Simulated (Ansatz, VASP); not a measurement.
# SiC in two plane-wave programs, part 2 of 2

One calculation is typed for both programs; each brings its own data sets. How far apart do they land? The cell is taken from a series of runs on this material, whose earlier steps may have relaxed, scaled, displaced or heated it; both programs get it as it stands.

VASP 6.6.1 and Ansatz 0.2.0.

So far: The starting structure; VASP: G0W0 gap, PBE.

### Step 3. Ansatz: G0W0 gap, PBE

Level of this step: Ansatz beside VASP: Kohn-Sham DFT, plane waves, PBE (Ansatz).

Ansatz runs on its default PAW (the set named soft_2) files.

The same cell, functional and mesh now go to Ansatz, which takes its cutoff from its data sets.

input.yaml reads:

```yaml
crystal:
  lattice:
    - [3.0941148189, 0.0, 0.0]
    - [-1.5470574094, 2.6795820354, 0.0]
    - [0.0, 0.0, 10.1294988414]
  atoms:
    - { symbol: Si, position: [0.6666666667, 0.3333333333, 0.9378491685] }
    - { symbol: Si, position: [0.3333333333, 0.6666666667, 0.4378491685] }
    - { symbol: Si, position: [0.0, 0.0, 0.6878957606] }
    - { symbol: Si, position: [0.0, 0.0, 0.1878957606] }
    - { symbol: C, position: [0.6666666667, 0.3333333333, 0.749803259] }
    - { symbol: C, position: [0.3333333333, 0.6666666667, 0.249803259] }
    - { symbol: C, position: [0.0, 0.0, 0.5004508118] }
    - { symbol: C, position: [0.0, 0.0, 0.0004508118] }
kpoints:
  mp_grid: { grid: [6, 6, 2] }
hamiltonian:
  xc: pbe
scf:
  occupations: { method: fixed }
gw:
  n_empty_bands: 250
  ecut_chi: 120
  qp_bands: [v2, c2]
  qp_kpoints: band_edges
  screening: { model: contour_deformation }
```

Launch:

```console
$ ansatz run input.yaml --threads 3 --pin off --max-ram 92160MiB --backend cuda --events-out ev --progress --plain --runs-dir out --devices 1 --max-vram 13GiB
```

Numbers of over 12 decimals in the logs are rounded to 6 here.

The program printed:

```text
GPUs: using 1 of 1 available (devices: 1).
Engine: ansatz 0.2.0, x86_64-unknown-linux-gnu
Pseudopotentials: kind: paw
Pseudopotential: Si, paw, valence charge 4, recommended cutoff 420 eV (normal), Si.paw.azcp
Pseudopotential: C, paw, valence charge 4, recommended cutoff 420 eV (normal), C.paw.azcp
Functional definition: PBE
  parameter kappa = 0.804
  parameter beta = 0.066725
  exchange = pbe_x(kappa = kappa, mu = beta*pi^2/3)
  correlation = pbe_c(beta = beta)
device memory: the entry about to start is reckoned to put 0.8 GiB on a device that reports 37.1 GiB free (of which the cap on the GPU budget leaves the run 13.0 GiB)
GPU FFT provider: cuFFT
GPU libraries: cuBLAS 13.8.2, cuFFT 12.4.0, cuSOLVER 12.3.4
Crystal: 8 atoms, lattice volume = 83.983 Å³
Basis set: ecut = 420 eV, 1629 PW (Γ)
Bands: 24, of which v1, the nominal top of the filled ones, is band 16 counted from 1 (15 counted from 0)
Symmetry: 12 space group operations
Space group: P63mc (ITA 186), of the structure as read, at distance tolerance 4.4e-5 Å
k-points: 14 of 72
Non-local potential: Si, projectors of the file, l = 0: 2, l = 1: 2, l = 2: 2
Non-local potential: C, projectors of the file, l = 0: 2, l = 1: 2, l = 2: 1
PAW form: soft (Blöchl's): semilocal exchange-correlation on the pseudo side does not see the compensation charge
PAW one-centre angular grid: Si, 110 points (default); XC on 64 Gauss nodes
PAW one-centre angular grid: C, 110 points (default); XC on 64 Gauss nodes
Initial density: superposition of atomic densities (neutral atoms: chi_scale 0, normalization atom), corrected by the library's trained network
Initial wavefunctions: pseudopotential atomic-orbital guess
GPU buffer pool allocated for 41472 grid points (all kernels)
GPU transforms: local potential and band sums: pruned to the plane-wave sphere, on 24×24×72
Functional: x = pbe(κ = 0.804, μ = 0.219515), c = pbe(β = 0.066725)
SCF iter   1: F=—  HF=-3548.624384 eV  |F-HF|=—  |Δ(HF+E_count)|=         —  Δρ=2.52e-3  dr2=5.49e-3  ethr=1.77e-3  ⟨swp⟩=4.4  Hψ=1581  notcnv=0  defer=80
preconditioner: auto → none  [insulator: Δε(μ)=2.196 eV  Ē_g=11.844 eV  n_scr=6 (ndim 8)  ℏωp=22.9 eV  f_vac=0.000  ε∞_Penn≈4.7]
SCF iter   2: F=—  HF=-3548.624042 eV  |F-HF|=—  |Δ(HF+E_count)|=   3.42e-4  Δρ=9.31e-4  dr2=4.05e-4  ethr=1.72e-5  ⟨swp⟩=2.3  Hψ=688  notcnv=0  defer=84
SCF iter   3: F=—  HF=-3548.624143 eV  |F-HF|=—  |Δ(HF+E_count)|=   1.01e-4  Δρ=4.22e-4  dr2=6.12e-5  ethr=1.26e-6  ⟨swp⟩=2.0  Hψ=478  notcnv=0  defer=84
SCF iter   4: F=—  HF=-3548.624246 eV  |F-HF|=—  |Δ(HF+E_count)|=   1.03e-4  Δρ=1.49e-4  dr2=2.04e-5  ethr=1.91e-7  ⟨swp⟩=2.0  Hψ=491  notcnv=0  defer=75
SCF iter   5: F=—  HF=-3548.624247 eV  |F-HF|=—  |Δ(HF+E_count)|=   1.05e-6  Δρ=2.76e-5  dr2=2.83e-7  ethr=6.38e-8  ⟨swp⟩=2.1  Hψ=444  notcnv=0  defer=82
SCF iter   6: F=-3548.624248 eV  HF=-3548.624248 eV  |F-HF|=3.59e-8  |Δ(HF+E_count)|=   7.57e-7  Δρ=6.54e-6  dr2=2.69e-8  ethr=3.13e-10  ⟨swp⟩=9.4  Hψ=1502  notcnv=0
SCF 1 converged in 6 iterations: F = -3548.624248 eV  dr2 = 2.69e-8
  greatest PAW one-centre occupation: 0.643 electrons in one spin orbital (limit 2), on the C atom at site 5 (counted from 0), in its partial waves of l = 0
device memory: the entry about to start is reckoned to put 0.9 GiB (of the 0.9 GiB reckoned in all, the device holds 0.1 GiB already) on a device that reports 34.2 GiB free (of which the cap on the GPU budget leaves the run 12.9 GiB)
NSCF: frozen V_eff on 14 k-points, pencils in batches of 32, up to order 96
the band table was solved once the SCF had ended and its energy, with any forces and stress, was formed, with the checks that follow a solve (1576 applications of the Hamiltonian). They found nothing against the state; the energy, forces and stress were not computed again (output.eigenvalues in the input reference)
device memory: the entry about to start is reckoned to put 4.7 GiB on a device that reports 34.0 GiB free (of which the cap on the GPU budget leaves the run 13.0 GiB)
NSCF: frozen V_eff on 14 k-points
G₀W₀ screening: q 1/14
[... further progress lines ...]
SCF converged after 6 iterations
Free energy (F): -3548.624248 eV
Harris-Foulkes:  -3548.624248 eV  (|F-HF|=3.59e-8)
Internal energy: -3548.624248 eV  (E = F + TS)
E sigma→0 (E₀):  -3548.624248 eV
Fermi energy:    9.367197 eV
--- Per-component energies (eV) ---
  E_band       = 110.235155
  E_kinetic    = 539.920395
  E_local      = -422.947817  (includes V_loc(G=0)·N_el)
  E_nonlocal   = 206.575282
  E_hartree    = 129.733860
  E_xc         = -421.027076
  E_vxc        = -436.203252  (∫ρ·V_xc dr)
  E_paw        = -2448.087981  (= ΣΔE_a)
  E_vpaw       = -36.576630  (= ΣTr[D̂ρ^β])
  E_aug_tail   = 0.000048  (compensation charges beyond the density's cutoff)
  E_ewald      = -1132.790960
  E_smearing   = -0.000000  (= −TS)
  E_closure    = -0.000000  (closes the sum)
  Σ components = -3548.624248   (vs F -3548.624248, Δ=0.00e0)
--- Band table (eV; the first three rows and the last of 14) ---
  k-point 0: bands = [... 12 lower, 8.7853, 9.3165, 9.3672, 9.3672, 14.3205, 14.8999, 15.4678, 15.5384, ... 4 higher]
  k-point 1: bands = [... 12 lower, 9.1614, 9.1614, 9.1614, 9.1614, 14.5288, 14.5288, 15.9682, 15.9682, ... 4 higher]
  k-point 2: bands = [... 12 lower, 8.1513, 8.2119, 8.9840, 9.1198, 14.0801, 14.7611, 15.0214, 16.0553, ... 4 higher]
  k-point 13: bands = [... 12 lower, 6.6359, 6.6359, 6.9419, 6.9419, 12.6043, 12.6043, 15.9574, 15.9574, ... 4 higher]
--- G₀W₀: contour deformation, 6 samples at zero and on the imaginary axis and 1 off it, 72 q-points, 250 empty bands' worth ---
  eigenvalues of the whole cell's RPA ε∞ on this k-mesh (on a slab, of 1 + 4πα/V) = 6.9758, 7.0662, 7.0662; static W/v taken at q = 0 is 0.142023
  gw.qp_kpoints: band_edges: 10 of 14 stored k-points solved, in 1 pass; an edge of the gap read off the rows below is read off those points alone
    valence top: of the k-points left out ik 8 came nearest to being solved in a further pass, in band 16 (counted from 1, as in the quasiparticle table): it holds the edge there only if its correction is more favourable than any solved in that band by at least 0.926 eV; those differ by 0.202 eV
    conduction bottom: of the k-points left out ik 10 came nearest to being solved in a further pass, in band 17 (counted from 1, as in the quasiparticle table): it holds the edge there only if its correction is more favourable than any solved in that band by at least 1.075 eV; those differ by 0.273 eV
    ik  band        ε_KS         Σx   Σc(E_QP)       V_xc       Z   E_QP_lin       E_QP  E_QP is
     0    15      9.3672   -18.2707     2.0915   -15.7112  0.7890     8.8976     8.8992  root
     0    16      9.3672   -18.2707     2.0915   -15.7112  0.7890     8.8976     8.8992  root
     0    17     14.3205    -9.1175    -4.7354   -14.4250  0.8018    14.8952    14.8926  root
     0    18     14.8999    -8.9332    -4.8698   -14.3962  0.7991    15.4963    15.4931  root
     1    15      9.1614   -18.3075     2.1492   -15.6700  0.7883     8.6715     8.6732  root
     1    16      9.1614   -18.3075     2.1492   -15.6700  0.7883     8.6715     8.6732  root
     1    17     14.5288    -9.0576    -4.7792   -14.4165  0.8010    15.1112    15.1085  root
     1    18     14.5288    -9.0576    -4.7792   -14.4165  0.8010    15.1112    15.1085  root
     2    15      8.9840   -18.2029     2.1133   -15.5948  0.7881     8.4875     8.4893  root
     2    16      9.1198   -18.4039     2.1646   -15.7484  0.7881     8.6273     8.6290  root
     2    17     14.0801    -7.4883    -4.6531   -12.6090  0.8071    14.5496    14.5478  root
     2    18     14.7611    -7.5198    -4.8004   -12.8297  0.8021    15.2729    15.2706  root
     3    15      8.8117   -18.3600     2.2391   -15.5999  0.7871     8.2887     8.2908  root
     3    16      8.8117   -18.3600     2.2391   -15.5999  0.7871     8.2887     8.2908  root
     3    17     14.2324    -7.5266    -4.6910   -12.6924  0.8062    14.7091    14.7071  root
     3    18     14.2324    -7.5266    -4.6910   -12.6924  0.8062    14.7091    14.7071  root
     4    15      8.0094   -17.9584     2.2893   -15.0952  0.7850     7.4327     7.4354  root
     4    16      8.5267   -18.5006     2.3373   -15.6173  0.7856     7.9784     7.9807  root
     4    17     12.3428    -7.4671    -4.2470   -12.0741  0.8138    12.7036    12.7027  root
     4    18     12.5961    -7.1211    -4.3038   -11.7829  0.8116    12.9550    12.9541  root
     5    15      8.1270   -18.4139     2.4334   -15.3982  0.7840     7.5419     7.5448  root
     5    16      8.1270   -18.4139     2.4334   -15.3982  0.7840     7.5419     7.5448  root
     5    17     12.5547    -7.3294    -4.2992   -11.9926  0.8127    12.9195    12.9186  root
     5    18     12.5547    -7.3294    -4.2992   -11.9926  0.8127    12.9195    12.9186  root
[...]
12    15      6.5327   -17.7999     2.7046   -14.4066  0.7754     5.8388     5.8440  root
    12    16      7.7054   -18.5858     2.5349   -15.4471  0.7814     7.0983     7.1016  root
    12    17     13.3359    -7.0372    -4.3550   -11.7827  0.8088    13.7275    13.7264  root
    12    18     13.3359    -7.0372    -4.3550   -11.7827  0.8088    13.7275    13.7264  root
    13    15      6.9419   -18.2289     2.7054   -14.8535  0.7769     6.2672     6.2719  root
    13    16      6.9419   -18.2289     2.7054   -14.8535  0.7769     6.2672     6.2719  root
    13    17     12.6043    -6.7947    -4.2673   -11.4020  0.8150    12.9450    12.9442  root
    13    18     12.6043    -6.7947    -4.2673   -11.4020  0.8150    12.9450    12.9442  root
```

### Step 4. Differences

Known differences besides the potentials themselves: fixed occupations in Ansatz, narrow Gaussian smearing in VASP; the cutoff is 420 eV in Ansatz and 440 eV in VASP; VASP leaves aspherical gradient terms in its spheres out (LASPH is not set), Ansatz keeps them; Ansatz integrates over frequency by contour deformation, VASP on a grid of NOMEGA points; Ansatz's G0W0 levels solve the quasiparticle equation, VASP's are linearised. Total energies have different zeros and are not compared.

Both answers:

| quantity | Ansatz | VASP | difference |
| --- | --- | --- | --- |
| G0W0 gap on the mesh (eV) | 3.00 | 2.97 | +0.03 |
| Kohn-Sham gap under it (eV) | 2.22 | 2.22 | 0.00 |

### Step 5. Summary of results

| Item | Value |
| --- | --- |
| difference in G0W0 gap on the mesh (G0W0 gap, PBE) | 0.028 eV |

What this shows: The difference in G0W0 gap on the mesh is 0.028 eV (G0W0 gap, PBE). Such differences can come from data sets, numerical settings and the points named under the comparisons, not from the functional's error against experiment.

[Lines on the potential files, build, host, timing and source positions are cut from VASP's logs without a mark.]

[Logs are printed without paths, hosts, clocks, repeated set-up lines and the standing remarks that a program may print on its own settings, such as how far it seeks lower states.]

[Hosts, paths, dates, database ids (printed as entryN), source tags and the programs' standing remarks are cut or masked in the printed files.]
